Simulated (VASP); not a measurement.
Given:

```
CELL_PARAMETERS angstrom
      0.00000     1.89498     1.89498
      1.89498     0.00000     1.89498
      7.57679     7.57679     0.00314
ATOMIC_POSITIONS crystal
  Rh 0.99967 0.99967 0.00025
  Rh 0.00000 0.00000 0.25000
  Rh 0.00033 0.00033 0.49975
  Ir 0.00000 0.00000 0.75000
```

Method: PBEsol GGA, VASP's PBE PAW potentials (set 64) (plane waves; VASP). Numerical set-up: 400 eV cut-off, 15×15×4 Γ-centred mesh, tetrahedra with Blöchl corrections, potentials Rh_pv Ir.

Unless said otherwise, spin-orbit coupling is left out, though it shifts the bands of the heavy elements here.

Tabulate the total density of states (states/eV per cell) against energy (eV; zero at the valence-band maximum or, without a gap, the Fermi level).

```
E (eV) | DOS (states/eV)
    -9.98 |  0.00
    -9.86 |  0.00
    -9.62 |  0.04
    -9.50 | # 0.17
    -9.26 | # 0.18
    -9.14 | # 0.20
    -8.90 | # 0.20
    -8.78 | # 0.21
    -8.66 | # 0.22
    -8.42 | # 0.23
    -8.30 | # 0.24
    -8.06 | # 0.26
    -7.94 | # 0.28
    -7.82 | # 0.29
    -7.58 | # 0.39
    -7.46 | ## 0.62
    -7.22 | ####### 2.15
    -7.10 | ##### 1.42
    -6.86 | ##### 1.36
    -6.74 | ###### 1.78
    -6.62 | ######## 2.23
    -6.38 | ########## 2.95
    -6.26 | ############## 4.02
    -6.02 | #################### 5.83
    -5.90 | ################### 5.41
    -5.78 | ################# 5.00
    -5.54 | ################### 5.53
    -5.42 | ################### 5.45
    -5.18 | #################### 5.86
    -5.06 | ################# 5.06
    -4.82 | ############## 4.19
    -4.70 | ################ 4.66
    -4.58 | ################# 4.82
    -4.34 | ################# 5.00
    -4.22 | ################ 4.74
    -3.98 | ################# 4.88
    -3.86 | ################## 5.09
    -3.74 | ################## 5.20
    -3.50 | ##################### 5.94
    -3.38 | #################### 5.91
    -3.14 | ########################### 7.68
    -3.02 | ############################## 8.68
    -2.78 | ######################## 6.80
    -2.66 | ################## 5.24
    -2.54 | ################### 5.48
    -2.30 | ############### 4.43
    -2.18 | ################ 4.49
    -1.94 | ################## 5.24
    -1.82 | ################# 4.82
    -1.70 | ################ 4.57
    -1.46 | ################### 5.59
    -1.34 | ##################### 6.12
    -1.10 | ################# 4.86
    -0.98 | ################ 4.70
    -0.74 | ################ 4.58
    -0.62 | ############### 4.30
    -0.50 | ############### 4.31
    -0.26 | ############### 4.44
    -0.14 | ############### 4.47
     0.10 | ################ 4.65
     0.22 | ################### 5.51
     0.34 | ###################### 6.26
     0.58 | ######################### 7.19
     0.70 | #################### 5.87
     0.94 | ############# 3.82
     1.06 | ########### 3.28
     1.30 | #### 1.02
     1.42 | ### 0.91
     1.54 | ### 0.90
     1.78 | ### 0.91
     1.90 | ### 0.92
     2.14 | ### 0.96
     2.26 | ### 0.92
     2.38 | ### 0.90
     2.62 | ### 0.88
     2.74 | ### 0.89
     2.98 | ### 0.92
     3.10 | ### 0.92
     3.34 | ### 0.90
     3.46 | ### 0.89
```
Within 2 eV below the Fermi level the largest weight inside VASP's projection spheres is Rh d, then Ir d.

The structure was generated: IrRh3 was put into an ordered model structure (R-3m), which need not be its known phase. It was relaxed first.
